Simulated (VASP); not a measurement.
OSZICAR of a VASP run on Si (diamond):

OSZICAR:
```
       N       E                     dE             d eps       ncg     rms          rms(c)
DAV:   1     0.919942226907E+01    0.91994E+01   -0.32158E+03   464   0.758E+02
DAV:   2    -0.865498337601E+01   -0.17854E+02   -0.16755E+02   744   0.799E+01
DAV:   3    -0.890492752345E+01   -0.24994E+00   -0.24994E+00   592   0.120E+01
DAV:   4    -0.890590350544E+01   -0.97598E-03   -0.97598E-03   776   0.850E-01
DAV:   5    -0.890590405770E+01   -0.55226E-06   -0.55226E-06   576   0.205E-02    0.402E+00
DAV:   6    -0.882625633910E+01    0.79648E-01   -0.69291E-02   576   0.138E+00    0.248E+00
DAV:   7    -0.878634488518E+01    0.39911E-01   -0.15340E-01   584   0.209E+00    0.175E-01
DAV:   8    -0.878675312132E+01   -0.40824E-03   -0.42221E-03   568   0.452E-01    0.656E-02
DAV:   9    -0.878674308517E+01    0.10036E-04   -0.19460E-04   584   0.952E-02    0.557E-02
DAV:  10    -0.878676003865E+01   -0.16953E-04   -0.29390E-05   568   0.461E-02    0.316E-02
DAV:  11    -0.878675987889E+01    0.15976E-06   -0.64989E-07   584   0.745E-03    0.339E-03
DAV:  12    -0.878675986661E+01    0.12280E-07   -0.17206E-08   528   0.128E-03
   1 F= -.87867599E+01 E0= -.87867599E+01  d E =-.422857E-15
```

### Question
Which electronic solver shows in the log?

### Answer
It is blocked Davidson (ALGO = Normal, or the opening steps of other solvers). The INCAR had ALGO = Normal.

### Question
Can the final energy be trusted as converged?

### Answer
Self-consistency was reached. It stopped with EDIFF = 1E-7, NELM = 100 (rev-vdW-DF2, plane waves, VASP's PBE PAW potentials (set 64)).

The compound is Si in the diamond structure. This cell is one point of a volume scan, at 1.06 of the reference volume.
